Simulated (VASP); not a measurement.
All values below come from LDA (Ceperley-Alder, Perdew-Zunger), VASP's LDA PAW potentials (set 64) (plane waves; VASP).

A VASP calculation is set up with these files.

POSCAR:
```
Ni3Si
35.99820
  0.1382389675   0.0000000000   0.0000000000
  0.0691194838   0.1197184581   0.0000000000
  0.0000000000   0.0000000000   0.5000000000
Si Ni
5 15
Cartesian
  0.1515311281   0.0874865379   0.1388960000
  0.0824117134   0.0475804251   0.1944485000
  0.0132922988   0.0076743123   0.2499985000
  0.1515311281   0.0874865379   0.3055515000
  0.0824117134   0.0475804251   0.3611040000
  0.0478519024   0.0276273089   0.1388960000
  0.1169713862   0.0276273089   0.1388960000
  0.0824116443   0.0874865379   0.1388960000
  0.1860909391   0.1074396542   0.1944485000
  0.1169714553   0.1074396542   0.1944485000
  0.1515311972   0.0475804251   0.1944485000
  0.1169715244   0.0675335414   0.2499985000
  0.0478520407   0.0675335414   0.2499985000
  0.0824117826   0.0076743123   0.2499985000
  0.0478519024   0.0276273089   0.3055515000
  0.1169713862   0.0276273089   0.3055515000
  0.0824116443   0.0874865379   0.3055515000
  0.1860909391   0.1074396542   0.3611040000
  0.1169714553   0.1074396542   0.3611040000
  0.1515311972   0.0475804251   0.3611040000
```

### INCAR
```
ALGO  =  Normal
EDIFF  =  1E-6
ENCUT  =  300
ISIF  =  2
ISMEAR  =  0
LASPH  =  T
LCHARG  =  F
LMAXMIX  =  4
LORBIT  =  11
LREAL  =  Auto
LWAVE  =  F
NEDOS  =  601
NELM  =  100
PREC  =  Accurate
SIGMA  =  0.1
SYSTEM  =  Ni3Si
```

KPOINTS:
```
K-points
0
gamma
9 9 1
```

POTCAR, in this order: Si Ni (LDA.64 set). Program: vasp_std.

The run wrote:

### OSZICAR
```
       N       E                     dE             d eps       ncg     rms          rms(c)
DAV:   1     0.107449310928E+04    0.10745E+04   -0.54464E+04  2456   0.129E+03
DAV:   2    -0.370459741859E+02   -0.11115E+04   -0.10715E+04  2448   0.348E+02
DAV:   3    -0.146120069306E+03   -0.10907E+03   -0.10188E+03  2586   0.142E+02
DAV:   4    -0.150738995035E+03   -0.46189E+01   -0.45414E+01  2690   0.284E+01
DAV:   5    -0.150922768910E+03   -0.18377E+00   -0.18341E+00  3060   0.499E+00    0.423E+01
DAV:   6    -0.155863263016E+03   -0.49405E+01   -0.31015E+02  2704   0.132E+02    0.456E+01
DAV:   7    -0.133789568835E+03    0.22074E+02   -0.90536E+01  2858   0.117E+02    0.211E+01
DAV:   8    -0.144602873207E+03   -0.10813E+02   -0.50028E+01  3280   0.117E+02    0.353E+01
DAV:   9    -0.134315894756E+03    0.10287E+02   -0.34119E+01  3608   0.831E+01    0.158E+01
DAV:  10    -0.133224243948E+03    0.10917E+01   -0.12164E+01  3900   0.465E+01    0.107E+01
DAV:  11    -0.132500116839E+03    0.72413E+00   -0.32742E+00  2880   0.224E+01    0.206E+00
DAV:  12    -0.132555781829E+03   -0.55665E-01   -0.73576E-01  2668   0.591E+00    0.182E+00
DAV:  13    -0.132554334079E+03    0.14477E-02   -0.27934E-02  2896   0.102E+00    0.177E+00
DAV:  14    -0.132542393731E+03    0.11940E-01   -0.63117E-02  2888   0.316E+00    0.822E-01
DAV:  15    -0.132536343818E+03    0.60499E-02   -0.22937E-02  2930   0.199E+00    0.420E-01
DAV:  16    -0.132535852772E+03    0.49105E-03   -0.34326E-03  2694   0.509E-01    0.202E-01
DAV:  17    -0.132536336103E+03   -0.48333E-03   -0.15865E-03  2840   0.193E-01    0.104E-01
DAV:  18    -0.132536942928E+03   -0.60682E-03   -0.58229E-04  3172   0.192E-01    0.891E-02
DAV:  19    -0.132537704453E+03   -0.76152E-03   -0.32906E-04  2580   0.913E-02    0.106E-01
DAV:  20    -0.132538429279E+03   -0.72483E-03   -0.19864E-04  2644   0.838E-02    0.547E-02
DAV:  21    -0.132538603831E+03   -0.17455E-03   -0.18416E-04  2700   0.790E-02    0.221E-02
DAV:  22    -0.132538685792E+03   -0.81960E-04   -0.16616E-05  2584   0.190E-02    0.142E-02
DAV:  23    -0.132538776140E+03   -0.90348E-04   -0.14716E-05  2544   0.193E-02    0.110E-02
DAV:  24    -0.132538788528E+03   -0.12388E-04   -0.19487E-06  1900   0.895E-03    0.109E-02
DAV:  25    -0.132538795409E+03   -0.68818E-05   -0.17054E-06  1796   0.792E-03    0.409E-03
DAV:  26    -0.132538796749E+03   -0.13390E-05   -0.84497E-07  1574   0.692E-03    0.241E-03
DAV:  27    -0.132538796886E+03   -0.13790E-06   -0.38091E-07  1410   0.537E-03
   1 F= -.13253880E+03 E0= -.13248349E+03  d E =-.110614E+00
```

OUTCAR:
```
------------------------ aborting loop because EDIFF is reached ----------------------------------------
  FORCE on cell =-STRESS in cart. coord.  units (eV):
  Direction    XX          YY          ZZ          XY          YZ          ZX
  --------------------------------------------------------------------------------------
  Total      -28.4271416    -28.4271419    -14.6539588      0.0000000      0.0000000      0.0000000
  in kB     -117.9885377   -117.9885387    -60.8221251      0.0000000      0.0000000      0.0000000
  external PRESSURE =     -98.9330672 kB  Pullay stress =       0.0000000 kB
  volume of cell :      386.01
      direct lattice vectors                 reciprocal lattice vectors
     4.976354000  0.000000000  0.000000000     0.200950334 -0.116018729  0.000000000
     2.488177000  4.309649000  0.000000000     0.000000000  0.232037458  0.000000000
     0.000000000  0.000000000 17.999100000     0.000000000  0.000000000  0.055558333
 POSITION                                       TOTAL-FORCE (eV/Angst)
 -----------------------------------------------------------------------------------
      5.45485      3.14936      5.00001        -0.000000     -0.000000      0.478073
      2.96667      1.71281      6.99980        -0.000000     -0.000000     -0.225336
      0.47850      0.27626      8.99950        -0.000000     -0.000000     -0.000000
      5.45485      3.14936     10.99930        -0.000000     -0.000000      0.225336
      2.96667      1.71281     12.99909        -0.000000     -0.000000     -0.478073
      1.72258      0.99453      5.00001         0.159435      0.092050      0.514810
      4.21076      0.99453      5.00001        -0.159435      0.092050      0.514810
      2.96667      3.14936      5.00001        -0.000000     -0.184100      0.514810
      6.69894      3.86763      6.99980         0.034381      0.019850     -0.086547
      4.21076      3.86763      6.99980        -0.034381      0.019850     -0.086547
      5.45485      1.71281      6.99980        -0.000000     -0.039700     -0.086547
      4.21076      2.43109      8.99950        -0.000000     -0.000000     -0.000000
      1.72259      2.43109      8.99950        -0.000000     -0.000000     -0.000000
      2.96668      0.27626      8.99950        -0.000000     -0.000000     -0.000000
      1.72258      0.99453     10.99930        -0.034381     -0.019850      0.086547
      4.21076      0.99453     10.99930         0.034381     -0.019850      0.086547
      2.96667      3.14936     10.99930        -0.000000      0.039700      0.086547
      6.69894      3.86763     12.99909        -0.159435     -0.092050     -0.514810
      4.21076      3.86763     12.99909         0.159435     -0.092050     -0.514810
      5.45485      1.71281     12.99909        -0.000000      0.184100     -0.514810
 -----------------------------------------------------------------------------------
    total drift:                               -0.000127     -0.000073     -0.116061
  FREE ENERGIE OF THE ION-ELECTRON SYSTEM (eV)
  ---------------------------------------------------
  free  energy   TOTEN  =      -132.5387968864 eV

  energy  without entropy=     -132.4281831434  energy(sigma->0) =     -132.48349001

 total charge

# of ion       s       p       d       tot
------------------------------------------
    1        0.770   0.793   0.000   1.563
    2        0.731   0.825   0.000   1.556
    3        0.731   0.832   0.000   1.563
    4        0.731   0.825   0.000   1.556
    5        0.770   0.793   0.000   1.563
    6        0.469   0.433   8.392   9.294
    7        0.469   0.433   8.392   9.294
    8        0.469   0.433   8.392   9.294
    9        0.489   0.565   8.424   9.478
   10        0.489   0.565   8.424   9.478
   11        0.489   0.565   8.424   9.478
   12        0.489   0.572   8.421   9.482
   13        0.489   0.572   8.421   9.482
   14        0.489   0.572   8.421   9.482
   15        0.489   0.565   8.424   9.478
   16        0.489   0.565   8.424   9.478
   17        0.489   0.565   8.424   9.478
   18        0.469   0.433   8.392   9.294
   19        0.469   0.433   8.392   9.294
   20        0.469   0.433   8.392   9.294
--------------------------------------------------
tot         10.954  11.768 126.160 148.883
```
(Selected blocks of OUTCAR.)

**OUTCAR**
```
 val. band max:        3.5689383304   @ k =   0.1111  -0.0000   0.0000

 cond. band min:       3.5822468422   @ k =   0.3333   0.1111   0.0000


 Fermi energy:         3.5731645047

 k-point     1 :       0.0000    0.0000    0.0000
  band No.  band energies     occupation
      1      -8.0377      2.00000
      2      -7.1246      2.00000
      3      -5.8481      2.00000
      4      -4.6812      2.00000
      5      -4.4540      2.00000
      6      -1.7729      2.00000
      7      -1.5453      2.00000
      8      -1.1792      2.00000
      9      -0.9800      2.00000
     10      -0.9800      2.00000
     11      -0.9589      2.00000
     12      -0.9589      2.00000
     13      -0.8502      2.00000
     14      -0.8099      2.00000
     15      -0.6388      2.00000
     16      -0.6388      2.00000
     17      -0.3777      2.00000
     18      -0.3777      2.00000
     19      -0.2242      2.00000
     20      -0.2242      2.00000
     21      -0.0074      2.00000
     22       0.0539      2.00000
     23       0.0944      2.00000
     24       0.0944      2.00000
     25       0.2732      2.00000
     26       0.3438      2.00000
     27       0.3438      2.00000
     28       0.4181      2.00000
     29       0.4448      2.00000
     30       0.4448      2.00000
     31       0.6525      2.00000
     32       0.6526      2.00000
     33       1.1396      2.00000
     34       1.1777      2.00000
     35       1.3262      2.00000
     36       1.3262      2.00000
     37       1.3987      2.00000
     38       1.4104      2.00000
     39       1.4105      2.00000
     40       1.4509      2.00000
     41       1.5949      2.00000
     42       1.5949      2.00000
     43       1.6587      2.00000
     44       1.7633      2.00000
     45       1.7633      2.00000
     46       1.7763      2.00000
     47       1.7763      2.00000
     48       1.8510      2.00000
     49       1.9256      2.00000
     50       2.0616      2.00000
     51       2.1375      2.00000
...
```

At this cut-off the stress carries a Pulay error, which pulls relaxed volumes low. The cell holds a wide vacuum, so values per volume refer to the whole cell.

The cell is a sheet with vacuum, built from a database entry that may be metastable or hypothetical. The run is not spin-polarised, so no magnetic state was tried.
